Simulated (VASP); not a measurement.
# Be3Se2S (Imm2) in VASP: notebook

The runs below take Be3Se2S through band structure, Born charges and dielectric tensor, with PBE.

Everything below comes from runs of VASP 6.6.1. Logs are shortened: lines on timing, memory, paths and dates and some standing lists are left out, and cuts for length are marked.

### Step 1. Starting point

The structure is orthorhombic, space group Imm2 (No. 44). The conventional cell has a = 3.593 Å, b = 10.776 Å, c = 5.077 Å, α = 90.00°, β = 90.00°, γ = 90.00°. Be (site symmetry m) is surrounded by 1 S at 2.11 Å and 3 Se at 2.23 to 2.24 Å. Around Be (site symmetry mm2) lie 2 S at 2.15 Å and 2 Se at 2.24 Å. Se (site symmetry m) is surrounded by 4 Be at 2.23 to 2.24 Å. S (site symmetry mm2) is surrounded by 4 Be at 2.11 to 2.15 Å.

The cell was built by a generator and needn't be a form met in nature.

### Step 2. Band structure, PBE

The input, INCAR:

```
PREC = Accurate ; ENCUT = 520
EDIFF = 1E-6 ; ISMEAR = 0
SIGMA = 0.03 ; LREAL = False
LASPH = True ; NELM = 80
ALGO = Normal ; ISIF = 2
LWAVE = False ; LCHARG = False
GGA = PE ; NBANDS = 21
KPAR = 4
```

The input, KPOINTS:

```
Automatic mesh
0
Gamma
  8 8 8
```

The input, POSCAR:

```
Be3Se2S
1.0
   -1.7963300000      5.3878500000      2.5385700000
    1.7963300000     -5.3878500000      2.5385700000
    1.7963300000      5.3878500000     -2.5385700000
Be Se S
3 2 1
Direct
    0.4008870000      0.2410370000      0.1598490000
    0.0811880000      0.2410370000      0.8401510000
    0.7675170000      0.2675170000      0.5000000000
    0.3347920000      0.0002520000      0.3345400000
    0.6657120000      0.0002520000      0.6654600000
    0.9999070000      0.9999070000      0.0000000000
```

The input, KPOINTS_OPT:

```
path GXLTWRX1ZGYSW,L1Y,Y1Z
15
line-mode
reciprocal
 0.0000000000  0.0000000000  0.0000000000  G
 0.2777895339 -0.2777895339 -0.2777895339  X

 0.2777895339 -0.2777895339 -0.2777895339  X
 0.4722902598 -0.0832888080 -0.4722902598  L

 0.4722902598 -0.0832888080 -0.4722902598  L
 0.5000000000  0.0000000000 -0.5000000000  T

 0.5000000000  0.0000000000 -0.5000000000  T
 0.7500000000 -0.2500000000 -0.2500000000  W

 0.7500000000 -0.2500000000 -0.2500000000  W
 0.5000000000 -0.5000000000  0.0000000000  R

 0.5000000000 -0.5000000000  0.0000000000  R
 0.7222104661 -0.7222104661  0.2777895339  X1

 0.7222104661 -0.7222104661  0.2777895339  X1
 0.5000000000 -0.5000000000  0.5000000000  Z

 0.5000000000 -0.5000000000  0.5000000000  Z
 0.0000000000  0.0000000000  0.0000000000  G

 0.0000000000  0.0000000000  0.0000000000  G
 0.3054992741  0.3054992741 -0.3054992741  Y

 0.3054992741  0.3054992741 -0.3054992741  Y
 0.5000000000  0.0000000000  0.0000000000  S

 0.5000000000  0.0000000000  0.0000000000  S
 0.7500000000 -0.2500000000 -0.2500000000  W

 0.5277097402  0.0832888080 -0.5277097402  L1
 0.3054992741  0.3054992741 -0.3054992741  Y

 0.6945007259 -0.3054992741  0.3054992741  Y1
 0.5000000000 -0.5000000000  0.5000000000  Z
```

Potentials or basis: VASP PAW PBE potentials, release 64 (Be, Se, S).

The run is started by

```bash
> cat potpaw_PBE.64/Be/POTCAR potpaw_PBE.64/Se/POTCAR potpaw_PBE.64/S/POTCAR > POTCAR
> mpirun -np 4 vasp_std > vasp.out
```

OUTCAR:

```text
PREC = Accurate
   ENCUT = 520
   EDIFF = 1E-6
   ISMEAR = 0
   LREAL = False
   LASPH = True
   NELM = 80
   ISIF = 2
   GGA = PE

 ion  position               nearest neighbor table
   1  0.401  0.241  0.160-   6 2.11   5 2.23   5 2.23   4 2.24
   2  0.081  0.241  0.840-   6 2.11   4 2.23   4 2.23   5 2.24
   3  0.768  0.268  0.500-   6 2.15   6 2.15   5 2.24   4 2.24
   4  0.335  0.000  0.335-   2 2.23   2 2.23   3 2.24   1 2.24
   5  0.666  0.000  0.665-   1 2.23   1 2.23   3 2.24   2 2.24
   6  1.000  1.000  0.000-   2 2.11   1 2.11   3 2.15   3 2.15

  LATTYP: Found a body centered orthorhombic cell.
 ALAT       =     3.5926600000
 B/A-ratio  =     1.4131980204
 C/A-ratio  =     2.9993653727

  Lattice vectors:

 A1 = (   1.7963300000,  -5.3878500000,  -2.5385700000)
 A2 = (  -1.7963300000,  -5.3878500000,   2.5385700000)
 A3 = (  -1.7963300000,   5.3878500000,  -2.5385700000)

Analysis of symmetry for initial positions (statically):
=====================================================================
 Subroutine PRICEL returns:
 Original cell was already a primitive cell.

 Routine SETGRP: Setting up the symmetry group for a
 body centered orthorhombic supercell.

 Subroutine GETGRP returns: Found  4 space group operations
 (whereof  4 operations were pure point group operations)
 out of a pool of  8 trial point group operations.

The static configuration has the point symmetry C_2v.

Analysis of symmetry for dynamics (positions and initial velocities):
=====================================================================
 Subroutine PRICEL returns:
 Original cell was already a primitive cell.

 Routine SETGRP: Setting up the symmetry group for a
 body centered orthorhombic supercell.

 Subroutine GETGRP returns: Found  4 space group operations
 (whereof  4 operations were pure point group operations)
 out of a pool of  8 trial point group operations.

The dynamic configuration has the point symmetry C_2v.

 Subroutine INISYM returns: Found  4 space group operations
 (whereof  4 operations are pure point group operations),
 and found     1 'primitive' translations

----------------------------------------------------------------------------------------

                                     Primitive cell

  volume of cell :      98.2767

  direct lattice vectors                    reciprocal lattice vectors
    -1.796330000  5.387850000  2.538570000     0.000000000  0.092801396  0.196961281
     1.796330000 -5.387850000  2.538570000     0.278345293  0.000000000  0.196961281
     1.796330000  5.387850000 -2.538570000     0.278345293  0.092801396  0.000000000

  length of vectors
     6.220937770  6.220937770  6.220937770     0.217728835  0.340983648  0.293407909

  position of ions in fractional coordinates (direct lattice)
     0.400887000  0.241037000  0.159849000
     0.081188000  0.241037000  0.840151000
     0.767517000  0.267517000  0.500000000
     0.334792000  0.000252000  0.334540000
     0.665712000  0.000252000  0.665460000
     0.999907000  0.999907000  0.000000000

  ion indices of the primitive-cell ions
   primitive index   ion index
                 1           1
                 2           2
                 3           3
                 4           4
                 5           5
                 6           6

----------------------------------------------------------------------------------------

 KPOINTS: Automatic mesh

Automatic generation of k-mesh.
 Grid dimensions read from file:
 generate k-points for:    8    8    8

 Generating k-lattice:

  Cartesian coordinates                     Fractional coordinates (reciprocal lattice)
     0.000000000  0.011600174  0.024620160     0.125000000 -0.000000000  0.000000000
     0.034793162  0.000000000  0.024620160    -0.000000000  0.125000000  0.000000000
     0.034793162  0.011600174  0.000000000     0.000000000  0.000000000  0.125000000

  Length of vectors
     0.027216104  0.042622956  0.036675989

  Shift w.r.t. Gamma in fractional coordinates (k-lattice)
     0.000000000  0.000000000  0.000000000

 Subroutine IBZKPT returns following result:
 ===========================================

 Found     95 irreducible k-points:

 Following reciprocal coordinates:
            Coordinates               Weight
  0.000000  0.000000  0.000000      1.000000
  0.125000  0.000000  0.000000      4.000000
  0.250000  0.000000  0.000000      4.000000
  0.375000  0.000000  0.000000      4.000000
  0.500000  0.000000  0.000000      2.000000
  0.000000  0.125000  0.000000      4.000000
[... 16 lines left out ...]
  0.125000  0.375000  0.000000      8.000000
  0.250000  0.375000  0.000000      8.000000
 [... further k-points ...]
   k-points           NKPTS =     95   k-points in BZ     NKDIM =     95   number of bands    NBANDS=     21
   number of dos      NEDOS =    301   number of ions     NIONS =      6
   total plane-waves  NPLWV = 110592
   dimension x,y,z NGX =    48 NGY =   48 NGZ =   48
   dimension x,y,z NGXF=    96 NGYF=   96 NGZF=   96
   ions per type =               3   2   1
   NGX,Y,Z   is equivalent  to a cutoff of  12.83, 12.83, 12.83 a.u.
   NGXF,Y,Z  is equivalent  to a cutoff of  25.65, 25.65, 25.65 a.u.
 SYSTEM =  unknown system
   PREC   = accura    normal or accurate (medium, high low for compatibility)
   ISTART =      0    job   : 0-new  1-cont  2-samecut
   ICHARG =      2    charge: 1-file 2-atom 10-const
   ISPIN  =      1    spin polarized calculation?
   LNONCOLLINEAR =      F non collinear calculations
   LSORBIT =      F    spin-orbit coupling
   LASPH  =      T    aspherical Exc in radial PAW
   ENCUT  =  520.0 eV  38.22 Ry    6.18 a.u.  11.57 11.57 11.57*2*pi/ulx,y,z
   NELM   =     80;   NELMIN=  2; NELMDL= -5     # of ELM steps
   EDIFF  = 0.1E-05   stopping-criterion for ELM
   LREAL  =      F    real-space projection
   EDIFFG = 0.1E-04   stopping-criterion for IOM
   NSW    =      0    number of steps for IOM
   IBRION =     -1    ionic relax: 0-MD 1-quasi-New 2-CG
   NFREE  =      0    steps in history (QN), initial steepest desc. (CG)
   ISIF   =      2    stress and relaxation
   ISYM   =      2    0-nonsym 1-usesym 2-fastsym
   POTIM  = 0.5000    time-step for ionic-motion
   TEBEG  =    0.0;   TEEND  =   0.0 temperature during run
   PSTRESS=    0.0 pullay stress
   NELECT =      24.0000    total number of electrons
   NUPDOWN=      -1.0000    fix difference up-down
   EMIN   =  10.00;   EMAX   =-10.00  energy-range for DOS
   EFERMI =   0.00;   METHOD = LEGACY
   ISMEAR =     0;   SIGMA  =   0.03  broadening in eV -4-tet -1-fermi 0-gaus
   EFERMI_NEDOS =   21; number of points for ismear=-14 and -15
   IALGO  =     38    algorithm
   IMIX   =      4    mixing-type and parameters
     AMIX     =   0.40;   BMIX     =  1.00
     AMIX_MAG =   1.60;   BMIX_MAG =  1.00
  volume/ion in A,a.u.               =      16.38       110.53
  Fermi-wavevector in a.u.,A,eV,Ry     =   1.023281  1.933721 14.246720  1.047104
  Thomas-Fermi vector in A             =   2.157006
   LORBIT       =      0    0 simple, 1 ext, 2 COOP (PROOUT), +10 PAW based schemes
   GGA     = PE    functional components
   LHFCALC =     F    Hartree Fock is set to
   AEXX    =    0.0000 exact exchange contribution
   IVDW    =     0    specifies the selected vdW correction
   LEPSILON=     F    determine dielectric tensor
   LRPA    =     F    only Hartree local field effects (RPA)
 non-spin polarized calculation
 Gauss-broadening in eV      SIGMA  =   0.03
  energy-cutoff  :      520.00
  volume of cell :       98.28
 maximum number of plane-waves:      2671
 NGX is ok and might be reduce to    48
   NGX = 23   NGY = 23   NGZ = 23

 number of electron      23.9999999 magnetization

 Free energy of the ion-electron system (eV)
  ---------------------------------------------------
  ext. energy  EPLUGINS =         0.00000000
  ---------------------------------------------------
  free energy    TOTEN  =       -27.67284446 eV

  energy without entropy =      -27.67284446  energy(sigma->0) =      -27.67284446

 E-fermi :   3.6809     XC(G=0):  -9.4533

 val. band max:        3.5413358456   @ k =   0.0000   0.0000   0.0000
 cond. band min:       6.2164991390   @ k =   0.5000   0.5000   0.0000
 fundamental gap:      2.6751632934
 Fermi energy:         3.6809340720

 k-point     1 :       0.0000    0.0000    0.0000
  band No.  band energies     occupation
      1     -10.2195      2.00000
      2      -8.5619      2.00000
      3      -8.3797      2.00000
      4      -1.1884      2.00000
      5      -1.0528      2.00000
      6      -0.6559      2.00000
[... 13 lines left out ...]
     20      12.2321      0.00000
     21      12.2915      0.00000

 k-point     2 :       0.1250    0.0000    0.0000
  band No.  band energies     occupation
      1     -10.1550      2.00000
      2      -8.6239      2.00000
      3      -8.4200      2.00000
      4      -1.4942      2.00000
      5      -1.3585      2.00000
      6      -0.1742      2.00000
[... 13 lines left out ...]
     20      11.5103      0.00000
     21      11.5434      0.00000

 k-point     3 :       0.2500    0.0000    0.0000
  band No.  band energies     occupation
      1      -9.9673      2.00000
      2      -8.7531      2.00000
      3      -8.5773      2.00000
      4      -1.8750      2.00000
      5      -1.4016      2.00000
      6       0.5131      2.00000
[... 13 lines left out ...]
     20      10.5634      0.00000
     21      10.7451      0.00000
[... 457 lines left out ...]
 k-point    23 :       0.1250    0.3750    0.0000
  band No.  band energies     occupation
      1      -8.9653      2.00000
      2      -8.6486      2.00000
      3      -8.4482      2.00000
      4      -1.8686      2.00000
      5      -1.3344      2.00000
      6      -1.0811      2.00000
[... 13 lines left out ...]
     20      11.6256      0.00000
     21      11.9672      0.00000

 k-point    24 :       0.2500    0.3750    0.0000
  band No.  band energies     occupation
      1      -8.8996      2.00000
      2      -8.7192      2.00000
      3      -8.4749      2.00000
      4      -1.9208      2.00000
      5      -1.2615      2.00000
      6      -1.0933      2.00000
[... 13 lines left out ...]
     20      10.8283      0.00000
     21      11.2506      0.00000

 [... further k-points ...]

------------------------ aborting loop because EDIFF is reached ----------------------------------------

  FORCE on cell =-STRESS in cart. coord.  units (eV):
  Direction    XX          YY          ZZ          XY          YZ          ZX
  --------------------------------------------------------------------------------------
  -------------------------------------------------------------------------------------
  Total       -0.0038422      0.0044493     -0.0021107      0.0000000      0.0000000      0.0000000
  in kB       -0.0626388      0.0725355     -0.0344107      0.0000000      0.0000000      0.0000000
  external PRESSURE =      -0.0081713 kB  Pullay stress =       0.0000000 kB

 VOLUME and BASIS-vectors are now :
 -----------------------------------------------------------------------------
  energy-cutoff  :      520.00
  volume of cell :       98.28
      direct lattice vectors                 reciprocal lattice vectors
    -1.796330000  5.387850000  2.538570000     0.000000000  0.092801396  0.196961281
     1.796330000 -5.387850000  2.538570000     0.278345293  0.000000000  0.196961281
     1.796330000  5.387850000 -2.538570000     0.278345293  0.092801396  0.000000000

 POSITION                                       TOTAL-FORCE (eV/Angst)
 -----------------------------------------------------------------------------------
     -0.00000      1.72249      1.22378         0.000000     -0.001595      0.002197
      1.79633      3.66537     -1.31479         0.000000      0.001595      0.002197
     -0.00000      5.38785      1.35822        -0.000000     -0.000000     -0.000599
      0.00000      3.60490      0.00128        -0.000000      0.001832     -0.000660
      0.00000      7.17080      0.00128         0.000000     -0.001832     -0.000660
      0.00000      0.00000      5.07667        -0.000000      0.000000     -0.002475
 -----------------------------------------------------------------------------------
    total drift:                               -0.000004      0.000079      0.000143

  FREE ENERGIE OF THE ION-ELECTRON SYSTEM (eV)
  ---------------------------------------------------
  free  energy   TOTEN  =       -27.6728444624 eV

  energy  without entropy=      -27.6728444624  energy(sigma->0) =      -27.67284446
```

Run time: 2.3 min. Hardware: 4 MPI ranks of Intel Xeon 6975P-C (Granite Rapids), shared host; peak memory 0.5 GiB.

Results:

- Free energy: -27.6728 eV
- Pressure: 0.0 GPa
- Band gap on the k mesh: 2.68 eV, indirect (least direct gap 2.85 eV)
- Band gap along the path: 2.68 eV, indirect (least direct gap 2.85 eV)

Forces in eV/Å, atoms in the order of the input:
```
Be   0.000 -0.002  0.002
Be   0.000  0.002  0.002
Be   0.000  0.000 -0.001
Se   0.000  0.002 -0.001
Se   0.000 -0.002 -0.001
S    0.000  0.000 -0.002
```

Levels at the corners of the path, in eV from the valence-band top:
| point | band 8 | band 9 | band 10 | band 11 | band 12 | band 13 | band 14 | band 15 | band 16 | band 17 |
| --- | --- | --- | --- | --- | --- | --- | --- | --- | --- | --- |
| Γ | -2.42 | -1.62 | -0.13 | -0.12 | 0.00 | 4.02 | 4.47 | 4.62 | 5.10 | 5.13 |
| X | -2.78 | -2.68 | -2.44 | -2.37 | -1.38 | 3.12 | 3.36 | 4.78 | 4.86 | 4.91 |
| X | -2.78 | -2.68 | -2.44 | -2.37 | -1.38 | 3.12 | 3.36 | 4.78 | 4.86 | 4.91 |
| L | -3.26 | -2.61 | -2.23 | -1.52 | -1.22 | 4.80 | 5.18 | 5.19 | 5.94 | 6.34 |
| L | -3.26 | -2.61 | -2.23 | -1.52 | -1.22 | 4.80 | 5.18 | 5.19 | 5.94 | 6.34 |
| T | -3.40 | -2.64 | -2.27 | -1.14 | -1.12 | 4.50 | 5.65 | 5.72 | 5.99 | 6.12 |
| T | -3.40 | -2.64 | -2.27 | -1.14 | -1.12 | 4.50 | 5.65 | 5.72 | 5.99 | 6.12 |
| W | -3.37 | -2.38 | -1.88 | -1.57 | -1.41 | 5.21 | 5.30 | 5.65 | 5.88 | 6.12 |
| W | -3.37 | -2.38 | -1.88 | -1.57 | -1.41 | 5.21 | 5.30 | 5.65 | 5.88 | 6.12 |
| R | -2.94 | -2.77 | -2.57 | -2.18 | -1.72 | 2.68 | 4.32 | 5.12 | 5.27 | 6.47 |
| R | -2.94 | -2.77 | -2.57 | -2.18 | -1.72 | 2.68 | 4.32 | 5.12 | 5.27 | 6.47 |
| X1 | -2.78 | -2.68 | -2.44 | -2.37 | -1.38 | 3.12 | 3.36 | 4.78 | 4.86 | 4.91 |
| X1 | -2.78 | -2.68 | -2.44 | -2.37 | -1.38 | 3.12 | 3.36 | 4.78 | 4.86 | 4.91 |
| Z | -2.58 | -2.12 | -1.69 | -0.84 | -0.17 | 2.68 | 4.28 | 5.25 | 5.67 | 5.89 |
| Z | -2.58 | -2.12 | -1.69 | -0.84 | -0.17 | 2.68 | 4.28 | 5.25 | 5.67 | 5.89 |
| Γ | -2.42 | -1.62 | -0.13 | -0.12 | 0.00 | 4.02 | 4.47 | 4.62 | 5.10 | 5.13 |
| Γ | -2.42 | -1.62 | -0.13 | -0.12 | 0.00 | 4.02 | 4.47 | 4.62 | 5.10 | 5.13 |
| Y | -2.13 | -1.18 | -1.05 | -0.84 | -0.67 | 3.49 | 4.47 | 4.73 | 5.21 | 5.98 |
| Y | -2.13 | -1.18 | -1.05 | -0.84 | -0.67 | 3.49 | 4.47 | 4.73 | 5.21 | 5.98 |
| S | -1.86 | -1.34 | -1.24 | -1.12 | -0.89 | 4.32 | 4.54 | 4.70 | 6.02 | 6.04 |
| S | -1.86 | -1.34 | -1.24 | -1.12 | -0.89 | 4.32 | 4.54 | 4.70 | 6.02 | 6.04 |
| W | -3.37 | -2.38 | -1.88 | -1.57 | -1.41 | 5.21 | 5.30 | 5.65 | 5.88 | 6.12 |
| L1 | -3.26 | -2.61 | -2.23 | -1.52 | -1.22 | 4.80 | 5.18 | 5.19 | 5.94 | 6.34 |
| Y | -2.13 | -1.18 | -1.05 | -0.84 | -0.67 | 3.49 | 4.47 | 4.73 | 5.21 | 5.98 |
| Y1 | -2.13 | -1.18 | -1.05 | -0.84 | -0.67 | 3.49 | 4.47 | 4.73 | 5.21 | 5.98 |
| Z | -2.58 | -2.12 | -1.69 | -0.84 | -0.17 | 2.68 | 4.28 | 5.25 | 5.67 | 5.89 |

A hybrid or GW would open this gap; PBE tends to underestimate it.

(Continued in part 2 of 2.)
